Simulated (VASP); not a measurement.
Input:

```xyz
2
Lattice="1.7992 -3.1164 0.0000 1.7992 3.1164 0.0000 0.0000 0.0000 5.5428" Properties=species:S:1:pos:R:3 pbc="T T T"
Dy     1.7992     1.0388     1.3857
Dy     1.7992    -1.0388     4.1571
```

The numbers are results of TPSS meta-GGA, VASP's PBE PAW potentials (set 64) (plane waves; VASP 6.6.1), not measurements. Settings: 520 eV cut-off, 13×13×8 Γ-centred mesh, tetrahedra with Blöchl corrections, potentials Dy_3.

The 4f electrons are frozen in the core of the lanthanide potential, so 4f levels, which can set the real gap, and their magnetism are missing.

Question: Give the energies of bands 7 to 12 at the high-symmetry points, in eV from the Fermi level.

Answer: 
| band | Γ | M | K | A | L | H |
|---|---|---|---|---|---|---|
| 7 | -5.11 | -1.90 | -0.95 | -3.46 | -1.93 | -0.56 |
| 8 | -2.15 | -1.45 | -0.73 | -3.46 | -1.93 | -0.56 |
| 9 | 1.41 | -0.96 | -0.73 | 1.09 | 0.08 | -0.43 |
| 10 | 1.83 | 0.03 | -0.46 | 1.09 | 0.08 | -0.43 |
| 11 | 1.83 | 1.46 | 1.24 | 1.71 | 1.69 | 0.59 |
| 12 | 2.37 | 1.71 | 1.24 | 1.71 | 1.69 | 0.59 |

It has no gap at this level: it comes out as a metal or semimetal.

The compound is Dy in the hcp structure. It was relaxed first.
